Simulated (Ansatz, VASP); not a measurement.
# Zn9Ge20O49 (glassy 69GeO2-31ZnO (mol %)) in two plane-wave programs, part 2 of 3

Aim: how closely do two programs agree when they are given the same cell, functional and k mesh? The structure shown is the start of the Ansatz relaxation below; VASP solves that cell, so the two are compared at the walk's first step.

VASP 6.6.1 and Ansatz 0.2.0.

So far. Step 3 (VASP: single point, PBE, start cell, pair 1): The run ends at a pressure of -6.81 GPa, with forces up to 0.78 eV/Å.

## Step 5: Ansatz: relaxation, PBE

Level of this step: Ansatz beside VASP: Kohn-Sham DFT, plane waves, PBE (Ansatz).

The two programs are compared at the cell with which this relaxation starts, whose forces are those of its first step. The cell compared in this pair holds 1141.75 Å³, against 1175.00 Å³ for the pair before.

The structure compared here is the start of the Ansatz relaxation; VASP solves that cell, so the two are compared at the walk's first step.

The input, input.yaml:

```yaml
crystal:
  lattice:
    - [10.30746, 0.41472, -0.08102]
    - [0.41472, 10.37876, -0.15139]
    - [-0.08102, -0.15139, 10.6926]
  atoms:
    - { symbol: Ge, position: [0.41477, 0.07673, 0.32357] }
    - { symbol: Ge, position: [0.76665, 0.36705, 0.6358] }
    - { symbol: Ge, position: [0.52092, 0.33484, 0.8277] }
    - { symbol: Ge, position: [0.62028, 0.01068, 0.53155] }
    - { symbol: Ge, position: [0.18579, 0.03246, 0.51908] }
    - { symbol: Ge, position: [0.10314, 0.96484, 0.19635] }
    - { symbol: Ge, position: [0.67467, 0.01594, 0.14829] }
    - { symbol: Ge, position: [0.23906, 0.35752, 0.89872] }
    - { symbol: Ge, position: [0.0402, 0.70553, 0.32557] }
    - { symbol: Ge, position: [0.06706, 0.32985, 0.60535] }
    - { symbol: Ge, position: [0.36284, 0.34744, 0.19795] }
    - { symbol: Ge, position: [0.74365, 0.28802, 0.04532] }
    - { symbol: Ge, position: [0.72081, 0.67688, 0.71724] }
    - { symbol: Ge, position: [0.32685, 0.58076, 0.38879] }
    - { symbol: Ge, position: [0.62236, 0.73125, 0.01284] }
    - { symbol: Ge, position: [0.41021, 0.03727, 0.76214] }
    - { symbol: Ge, position: [0.00693, 0.15245, 0.95639] }
    - { symbol: Ge, position: [0.33554, 0.86105, 0.01171] }
    - { symbol: Ge, position: [0.1123, 0.65638, 0.89056] }
    - { symbol: Ge, position: [0.6031, 0.70429, 0.43865] }
    - { symbol: Zn, position: [0.6342, 0.50455, 0.2252] }
    - { symbol: Zn, position: [0.68163, 0.24447, 0.34042] }
    - { symbol: Zn, position: [0.27344, 0.5265, 0.67011] }
    - { symbol: Zn, position: [0.88126, 0.48209, 0.3936] }
    - { symbol: Zn, position: [0.89603, 0.96798, 0.40807] }
    - { symbol: Zn, position: [0.91378, 0.0693, 0.67847] }
    - { symbol: Zn, position: [0.01176, 0.76918, 0.61432] }
    - { symbol: Zn, position: [0.86624, 0.87106, 0.89869] }
    - { symbol: Zn, position: [0.90441, 0.61157, 0.09561] }
    - { symbol: O, position: [0.19118, 0.70105, 0.41055] }
    - { symbol: O, position: [0.98115, 0.56265, 0.25425] }
    - { symbol: O, position: [0.15057, 0.20463, 0.51539] }
    - { symbol: O, position: [0.62127, 0.38225, 0.95607] }
    - { symbol: O, position: [0.27497, 0.49405, 0.25136] }
    - { symbol: O, position: [0.36844, 0.4961, 0.52332] }
    - { symbol: O, position: [0.91909, 0.26715, 0.67381] }
    - { symbol: O, position: [0.53857, 0.13735, 0.43486] }
    - { symbol: O, position: [0.78256, 0.0544, 0.54536] }
    - { symbol: O, position: [0.92939, 0.77426, 0.44097] }
    - { symbol: O, position: [0.72349, 0.60531, 0.35851] }
    - { symbol: O, position: [0.46354, 0.6684, 0.34471] }
    - { symbol: O, position: [0.93844, 0.03158, 0.85417] }
    - { symbol: O, position: [0.38227, 0.45331, 0.8261] }
    - { symbol: O, position: [0.34821, 0.3234, 0.03455] }
    - { symbol: O, position: [0.33074, 0.97882, 0.42521] }
    - { symbol: O, position: [0.26796, 0.95386, 0.1441] }
    - { symbol: O, position: [0.30797, 0.20832, 0.27319] }
    - { symbol: O, position: [0.89312, 0.29193, 0.96251] }
    - { symbol: O, position: [0.27039, 0.00938, 0.6753] }
    - { symbol: O, position: [0.00202, 0.07067, 0.10128] }
    - { symbol: O, position: [0.42151, 0.949, 0.90437] }
    - { symbol: O, position: [0.94875, 0.69837, 0.94462] }
    - { symbol: O, position: [0.71222, 0.60458, 0.09002] }
    - { symbol: O, position: [0.7707, 0.05963, 0.27877] }
    - { symbol: O, position: [0.52688, 0.3587, 0.25033] }
    - { symbol: O, position: [0.59351, 0.67552, 0.60158] }
    - { symbol: O, position: [0.02228, 0.46606, 0.51774] }
    - { symbol: O, position: [0.72017, 0.87199, 0.04609] }
    - { symbol: O, position: [0.8368, 0.79603, 0.71753] }
    - { symbol: O, position: [0.62254, 0.87338, 0.42509] }
    - { symbol: O, position: [0.46017, 0.74511, 0.06829] }
    - { symbol: O, position: [0.04779, 0.95742, 0.58434] }
    - { symbol: O, position: [0.14528, 0.50365, 0.96156] }
    - { symbol: O, position: [0.17255, 0.37814, 0.72992] }
    - { symbol: O, position: [0.8008, 0.51645, 0.71334] }
    - { symbol: O, position: [0.41651, 0.20291, 0.81553] }
    - { symbol: O, position: [0.13334, 0.66325, 0.72466] }
    - { symbol: O, position: [0.56111, 0.98817, 0.68406] }
    - { symbol: O, position: [0.07526, 0.0168, 0.35401] }
    - { symbol: O, position: [0.626, 0.30054, 0.69534] }
    - { symbol: O, position: [0.61789, 0.70778, 0.84911] }
    - { symbol: O, position: [0.19786, 0.79029, 0.94892] }
    - { symbol: O, position: [0.77492, 0.34646, 0.19961] }
    - { symbol: O, position: [0.15803, 0.20308, 0.9118] }
    - { symbol: O, position: [0.50889, 0.00557, 0.19309] }
    - { symbol: O, position: [0.03603, 0.80799, 0.19015] }
    - { symbol: O, position: [0.68386, 0.13049, 0.02783] }
    - { symbol: O, position: [0.75891, 0.35882, 0.4701] }
kpoints:
  mp_grid: { grid: [1, 1, 1] }
hamiltonian:
  xc: pbe
  pseudopotentials: { kind: paw, azcp: { folder: soft_1 } }
scf:
  occupations: { method: fixed }
output:
  forces: true
  eigenvalues: true
  stress: true
relax:
  f_tol: 0.05
  max_steps: 70
```

Run with:

```bash
$ ansatz run input.yaml --threads 4 --pin off --max-ram 8192MiB --backend cpu --events-out ev --progress --plain --runs-dir out
```

Numbers of over 12 decimals in the logs are rounded to 6 here.

Log:

```text
[...]
Crystal: 78 atoms, lattice volume = 1141.747 Å³
Basis set: ecut = 420 eV, 22341 PW (Γ), exchange–correlation on 144×144×144 points (8 copies of the dense FFT grid, shifted against one another)
Bands: 419, of which v1, the nominal top of the filled ones, is band 341 counted from 1 (340 counted from 0)
Symmetry: 1 space group operations
[...]
k-points: 1
[...]
- { symbol: O, position: [0.977421, 0.567233, 0.257582] }
    - { symbol: O, position: [0.138447, 0.206433, 0.510788] }
    - { symbol: O, position: [0.620803, 0.377327, 0.954680] }
    - { symbol: O, position: [0.277128, 0.494073, 0.256101] }
    - { symbol: O, position: [0.365655, 0.498776, 0.527411] }
    - { symbol: O, position: [0.914606, 0.267437, 0.673186] }
    - { symbol: O, position: [0.543394, 0.135873, 0.434108] }
[...]
- { symbol: O, position: [0.510062, 0.00684878, 0.195420] }
    - { symbol: O, position: [0.041444, 0.805419, 0.191201] }
    - { symbol: O, position: [0.682832, 0.128386, 0.030918] }
    - { symbol: O, position: [0.757922, 0.359705, 0.470792] }
```

## Step 6: VASP: single point, PBE, start cell, pair 2

The same cell, functional and mesh now go to VASP, with its own data sets.

The input, INCAR:

```
SYSTEM = Zn9Ge20O49
PREC = Accurate
ENCUT = 520
EDIFF = 1E-06
NELM = 120
ISMEAR = 0
SIGMA = 0.01
LREAL = Auto
ALGO = Normal
GGA = PE
NBANDS = 400
LORBIT = 11
LWAVE = .FALSE.
LCHARG = .FALSE.
ISIF = 2
LASPH = .TRUE.
GGA_COMPAT = .FALSE.
EFERMI = MIDGAP
NCORE = 2
```

The input, POSCAR:

```
Zn9Ge20O49
1.0
   10.3074600000      0.4147200000     -0.0810200000
    0.4147200000     10.3787600000     -0.1513900000
   -0.0810200000     -0.1513900000     10.6926000000
Ge Zn O
20 9 49
Direct
    0.4147669606      0.0767310678      0.3235715107
    0.7666476796      0.3670486655      0.6358024515
    0.5209230854      0.3348443107      0.8277030160
    0.6202825729      0.0106783521      0.5315519041
    0.1857870069      0.0324637297      0.5190755426
    0.1031359471      0.9648410148      0.1963529315
    0.6746669919      0.0159413352      0.1482871218
    0.2390641295      0.3575198885      0.8987237820
    0.0402020055      0.7055289020      0.3255678869
    0.0670630971      0.3298497687      0.6053503740
    0.3628389317      0.3474394851      0.1979496169
    0.7436483221      0.2880165512      0.0453166875
    0.7208076686      0.6768775630      0.7172411136
    0.3268453655      0.5807639823      0.3887925173
    0.6223626152      0.7312470960      0.0128432109
    0.4102068199      0.0372741716      0.7621418451
    0.0069332450      0.1524472253      0.9563942088
    0.3355390002      0.8610487627      0.0117127305
    0.1123009459      0.6563836102      0.8905568840
    0.6031024956      0.7042930210      0.4386478765
    0.6342008333      0.5045474756      0.2251993335
    0.6816321171      0.2444655387      0.3404163133
    0.2734370344      0.5265030461      0.6701140195
    0.8812604042      0.4820913531      0.3935977712
    0.8960325357      0.9679841572      0.4080709722
    0.9137779360      0.0693003628      0.6784716225
    0.0117563738      0.7691792268      0.6143219184
    0.8662431611      0.8710582571      0.8986918552
    0.9044146673      0.6115659414      0.0956138492
    0.1911840267      0.7010533989      0.4105476876
    0.9811493619      0.5626479790      0.2542479845
    0.1505699638      0.2046276030      0.5153917430
    0.6212717876      0.3822504837      0.9560728299
    0.2749729832      0.4940490307      0.2513581724
    0.3684376035      0.4961023314      0.5233204035
    0.9190917609      0.2671458581      0.6738125457
    0.5385684390      0.1373457878      0.4348640736
    0.7825617483      0.0544013314      0.5453621168
    0.9293878128      0.7742565301      0.4409698012
    0.7234870126      0.6053063748      0.3585053448
    0.4635409924      0.6683983356      0.3447098849
    0.9384377518      0.0315764211      0.8541713504
    0.3822700151      0.4533131944      0.8261039037
    0.3482116764      0.3234028712      0.0345539972
    0.3307425275      0.9788169983      0.4252080752
    0.2679603056      0.9538602841      0.1441010654
    0.3079650859      0.2083234069      0.2731879442
    0.8931212538      0.2919346297      0.9625120801
    0.2703887308      0.0093843833      0.6753013857
    0.0020176061      0.0706728227      0.1012815054
    0.4215106366      0.9489961241      0.9043655720
    0.9487501023      0.6983724143      0.9446153726
    0.7122184549      0.6045767171      0.0900184060
    0.7706997094      0.0596293114      0.2787693706
    0.5268825363      0.3587026701      0.2503312590
    0.5935108600      0.6755173403      0.6015798608
    0.0222811544      0.4660614439      0.5177377122
    0.7201678586      0.8719933862      0.0460934739
    0.8368022474      0.7960285147      0.7175344140
    0.6225427066      0.8733773643      0.4250938976
    0.4601736659      0.7451077993      0.0682888297
    0.0477888388      0.9574211441      0.5843401828
    0.1452767016      0.5036460996      0.9615638200
    0.1725463880      0.3781418902      0.7299185052
    0.8007999779      0.5164475205      0.7133406098
    0.4165065482      0.2029076576      0.8155325693
    0.1333353831      0.6632497145      0.7246611869
    0.5611090841      0.9881677964      0.6840581132
    0.0752574820      0.0168018275      0.3540056665
    0.6260025173      0.3005418871      0.6953423639
    0.6178887734      0.7077816808      0.8491117611
    0.1978599255      0.7902870695      0.9489153406
    0.7749229878      0.3464616859      0.1996086167
    0.1580266778      0.2030783127      0.9118032422
    0.5088872888      0.0055677854      0.1930936307
    0.0360337367      0.8079908882      0.1901540499
    0.6838579732      0.1304879776      0.0278286617
    0.7589141071      0.3588224255      0.4701016916
```

The input, KPOINTS:

```
Automatic mesh
0
Gamma
1 1 1
0 0 0
```

PAW data sets: Ge_d, Zn and O (PBE family, release 64).

Run with:

```bash
$ mpirun -np 8 vasp_gam
```

Log:

```text
[... set-up lines as in an earlier step ...]
 entering main loop
       N       E                     dE             d eps       ncg     rms          rms(c)
DAV:   1     0.207274719267E+05    0.20727E+05   -0.23477E+05   960   0.435E+03
DAV:   2     0.495597183455E+04   -0.15772E+05   -0.14786E+05   800   0.123E+03
DAV:   3     0.247100025900E+03   -0.47089E+04   -0.44535E+04   856   0.399E+02
DAV:   4    -0.489073289516E+03   -0.73617E+03   -0.72017E+03   904   0.177E+02
[...]
DAV:  19    -0.459245358394E+03   -0.87100E-06   -0.33593E-05  1232   0.290E-02    0.867E-03
DAV:  20    -0.459245358432E+03   -0.38213E-07   -0.14410E-05   960   0.167E-02    0.517E-03
DAV:  21    -0.459245357997E+03    0.43487E-06   -0.36335E-06   688   0.122E-02
   1 F= -.45924536E+03 E0= -.45924536E+03  d E =0.000000E+00
```

From OUTCAR (step 6):

```text
  FREE ENERGIE OF THE ION-ELECTRON SYSTEM (eV)
  ---------------------------------------------------
  free  energy   TOTEN  =      -459.2453579975 eV

  energy  without entropy=     -459.2453579975  energy(sigma->0) =     -459.24535800

[... 1 part as in an earlier step ...]
```

The run ends at a pressure of -3.73 GPa, with forces up to 0.44 eV/Å.

## Step 7: Differences

Forces on 9 of the 78 atoms, those with the largest forces and the largest differences (eV/Å; atoms numbered as in POSCAR):

```csv
atom,"Ansatz x, y, z","VASP x, y, z"
O34,"0.270, -0.109, 0.172","0.286, -0.113, 0.180"
O35,"-0.238, 0.285, -0.173","-0.193, 0.286, -0.266"
O38,"-0.175, -0.161, -0.033","-0.261, -0.158, -0.040"
O42,"0.044, 0.119, 0.050","0.074, 0.168, 0.109"
O47,"0.331, -0.016, -0.032","0.353, -0.014, -0.038"
O48,"-0.087, -0.305, 0.173","-0.091, -0.325, 0.182"
O57,"-0.024, -0.353, 0.133","0.027, -0.370, 0.181"
O61,"0.126, 0.212, -0.240","0.135, 0.232, -0.259"
O73,"-0.221, -0.071, -0.278","-0.190, -0.087, -0.305"
```

The forces differ by 22 meV/Å r.m.s., which is 15.7 % of the r.m.s. force of 0.138 eV/Å (both taken over all components).

## Step 8: Ansatz: relaxation, PBE

The two programs are compared at the cell with which this relaxation starts, whose forces are those of its first step. The cell compared in this pair holds 1041.98 Å³, against 1141.75 Å³ for the pair before.

The structure compared here is the start of the Ansatz relaxation; VASP solves that cell, so the two are compared at the walk's first step.

Changes to input.yaml since step 5:

```diff
@@ -2,5 +2,5 @@
   lattice:
-    - [10.30746, 0.41472, -0.08102]
-    - [0.41472, 10.37876, -0.15139]
-    - [-0.08102, -0.15139, 10.6926]
+    - [9.99805, 0.40227, -0.07859]
+    - [0.40227, 10.06721, -0.14685]
+    - [-0.07859, -0.14685, 10.37162]
   atoms:
```

Run with:

```bash
$ ansatz run input.yaml --threads 4 --pin off --max-ram 8192MiB --backend cpu --events-out ev --progress --plain --runs-dir out
```

Log:

```text
[...]
Crystal: 78 atoms, lattice volume = 1041.982 Å³
Basis set: ecut = 420 eV, 20367 PW (Γ), exchange–correlation on 144×144×144 points (8 copies of the dense FFT grid, shifted against one another)
Bands: 419, of which v1, the nominal top of the filled ones, is band 341 counted from 1 (340 counted from 0)
Symmetry: 1 space group operations
[...]
k-points: 1
[...]
- { symbol: O, position: [0.988336, 0.556402, 0.240057] }
    - { symbol: O, position: [0.185050, 0.197700, 0.539075] }
    - { symbol: O, position: [0.616487, 0.387776, 0.963527] }
    - { symbol: O, position: [0.275045, 0.494482, 0.235536] }
    - { symbol: O, position: [0.367351, 0.490072, 0.510900] }
    - { symbol: O, position: [0.928256, 0.266520, 0.672542] }
    - { symbol: O, position: [0.527000, 0.138640, 0.439243] }
[...]
- { symbol: O, position: [0.507416, 0.00262349, 0.192394] }
    - { symbol: O, position: [0.017739, 0.824526, 0.187561] }
    - { symbol: O, position: [0.689163, 0.133065, 0.025957] }
    - { symbol: O, position: [0.753294, 0.362747, 0.471218] }
```

(Continued in part 3 of 3.)

[Lines on the potential files, build, host, timing and source positions are cut from VASP's logs without a mark.]

[Logs are printed without paths, hosts, clocks, repeated set-up lines and the standing remarks that a program may print on its own settings, such as how far it seeks lower states.]

[Hosts, paths, dates, database ids (printed as entryN), source tags and the programs' standing remarks are cut or masked in the printed files.]
